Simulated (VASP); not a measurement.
Method: PBE GGA with D3 dispersion (Becke-Johnson damping), VASP's PBE PAW potentials (set 64) (plane waves; VASP).

A VASP calculation is set up with these files.

File KPOINTS:
```
K-points
0
Gamma
  8 8 8
0 0 0
```

INCAR:
```
ENCUT = 520   # plane-wave cut-off (eV)
ALGO = Normal   # blocked Davidson
NSW = 30   # most ionic steps
EDIFFG = -0.01   # ionic stop
LCHARG = .FALSE.
NELM = 100   # most electronic steps
SIGMA = 0.05
LWAVE = .FALSE.
ISMEAR = 0   # Gaussian
LREAL = .FALSE.
SYSTEM = Sb
GGA = PE   # PBE
IVDW = 12   # D3, Becke-Johnson
EDIFF = 1E-7   # SCF stop (eV)
LASPH = .TRUE.
ISIF = 4   # ions and shape, fixed volume
IBRION = 2
PREC = Accurate
LMAXMIX = 4
```

**POSCAR**
```
Sb
1
    3.8442691355    -2.1428908080    -0.0300844844
    3.8442691355     2.1428908080    -0.0300844844
    2.6773412967     0.0000000000     3.4932983534
Sb
2
Direct
  0.2360499600   0.2360499600   0.2360499600
  0.7639500400   0.7639500400   0.7639500400
```

POTCAR, in this order: Sb (PBE.64 set). Program: vasp_std.

Task: What will the output report for the number of irreducible k-points (NKPTS), largest plane-wave count, number of space-group operations, FFT grid (NGX, NGY, NGZ)?

Result: 
```json
{
  "number of irreducible k-points (NKPTS)": "65",
  "largest_plane_wave_count": "1573",
  "number_of_space_group_operations": "12",
  "FFT grid (NGX, NGY, NGZ)": "36 × 36 × 36"
}
```

The compound is Sb in the a7 structure. This cell is one point of a volume scan, at 0.97 of the reference volume. Symmetry was kept, so distortions that lower it aren't found.
